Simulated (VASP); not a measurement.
Input:

```yaml
crystal:
  lattice:
    - [0.00000, 3.10544, 3.10544]
    - [3.10544, 0.00000, 3.10544]
    - [3.10544, 3.10544, 0.00000]
  atoms:
    - { symbol: Pb, position: [0.00000, 0.00000, 0.00000] }
    - { symbol: F, position: [0.25000, 0.25000, 0.25000] }
    - { symbol: F, position: [0.75000, 0.75000, 0.75000] }
```

All values below come from RPBE GGA, VASP's PBE PAW potentials (set 64) (plane waves; VASP). Run with 520 eV cut-off, 6×6×6 Γ-centred mesh, Gaussian smearing of 0.050 eV, potentials Pb_d F.

Problem. Give the stress tensor in GPa (positive for a compressed cell).

Solution. 
```
-2.92   0.00   0.00
 0.00  -2.92   0.00
 0.00   0.00  -2.92
```
The pressure is its mean diagonal, -2.92 GPa.

The compound is PbF2 in the fluorite structure, the β form. This cell is one point of a volume scan, at 1.06 of the reference volume.
